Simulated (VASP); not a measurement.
VASP ran on this input.

POSCAR:
```
CdI2
1
    4.2910100000     0.0000000000     0.0000000000
   -2.1455050000     3.7161240000     0.0000000000
    0.0000000000     0.0000000000     7.3035800000
Cd I
1 2
Direct
 -0.0048700000   0.0102850000  -0.0057990000
  0.3329040000   0.6693150000   0.2471810000
  0.6719660000   0.3204000000   0.7586180000
```

**INCAR**
```
ALGO = Normal
EDIFF = 1E-09
ENCUT = 420
GGA = PE
ISIF = 2
ISMEAR = 0
LASPH = T
LCHARG = F
LMAXMIX = 4
LREAL = F
LWAVE = F
NELM = 100
PREC = Accurate
SIGMA = 0.01
SYSTEM = CdI2
```

### KPOINTS
```
Automatic
0
G
9 9 5
```

POTCAR, in this order: Cd I (PBE.64 set). Program: vasp_std.

**Question.** Write an equivalent input for Quantum ESPRESSO's pw.x.

**Answer.** One equivalent input (not run):
```
&CONTROL
  calculation = 'scf'
  pseudo_dir = './pseudo'
  outdir = './out'
  tprnfor = .true.
  tstress = .true.
/
&SYSTEM
  ibrav = 0
  nat = 3
  ntyp = 2
  ecutwfc = 102
  occupations = 'smearing'
  smearing = 'gaussian'
  degauss = 0.000735
  input_dft = 'pbe'
/
&ELECTRONS
  conv_thr = 7.3e-11
  electron_maxstep = 100
/
ATOMIC_SPECIES
  Cd 112.414 Cd.upf
  I 126.904 I.upf
CELL_PARAMETERS angstrom
     4.2910100    0.0000000    0.0000000
    -2.1455050    3.7161240    0.0000000
     0.0000000    0.0000000    7.3035800
ATOMIC_POSITIONS crystal
  Cd  -0.0048700  0.0102850 -0.0057990
  I    0.3329040  0.6693150  0.2471810
  I    0.6719660  0.3204000  0.7586180
K_POINTS automatic
  9 9 5 0 0 0
```
The two are equivalent in intent, not identical: the potentials are each code's own (VASP's PAW set, PseudoDojo norm-conserving files in pw.x), so ENCUT and ecutwfc are chosen apart and not converted; conv_thr bounds pw.x's estimated SCF error, while EDIFF bounds the energy change between steps.

The structure comes from a computed database's CdI2 entry; how it stands against other phases isn't given here. The cell was not relaxed at this level, atoms are displaced from their ideal sites. The run is one of a series of settings (EDIFF = 1E-09, ENCUT = 420, KPOINTS 9×9×5 Γ-centred mesh against the base run), some of them coarse on purpose.
